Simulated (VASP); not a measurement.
Pt3Ti (L1_2): the bulk modulus from VASP (plane waves, PAW) at several levels of theory. Static lattice, third-order Birch-Murnaghan fit over five volumes.

```json
[
 {"level": "LDA", "bulk modulus (GPa)": "280"},
 {"level": "PBE", "bulk modulus (GPa)": "234"},
 {"level": "PBEsol", "bulk modulus (GPa)": "265"},
 {"level": "r2SCAN", "bulk modulus (GPa)": "257"}
]
```

The cell of the LDA run:

```cif
data_Pt3Ti
_chemical_formula_sum 'Ti1 Pt3'
_space_group_name_H-M_alt 'P 1'
_space_group_IT_number 1
_cell_length_a 3.87711
_cell_length_b 3.87711
_cell_length_c 3.87711
_cell_angle_alpha 90.000
_cell_angle_beta 90.000
_cell_angle_gamma 90.000
loop_
_space_group_symop_operation_xyz
  'x, y, z'
loop_
_atom_site_label
_atom_site_type_symbol
_atom_site_fract_x
_atom_site_fract_y
_atom_site_fract_z
_atom_site_occupancy
Ti1 Ti 0.00000 0.00000 0.00000 1
Pt1 Pt 0.00000 0.50000 0.50000 1
Pt2 Pt 0.50000 0.00000 0.50000 1
Pt3 Pt 0.50000 0.50000 0.00000 1
```

Only levels that ran to the end are used. Left out are those held back, those with too coarse a band path, GW runs whose mesh misses a band edge, hybrids' fits of cells that aren't cubic and levels without matching references; a question may draw on a part of the rest.

The compound is Pt3Ti in the L1_2 structure.
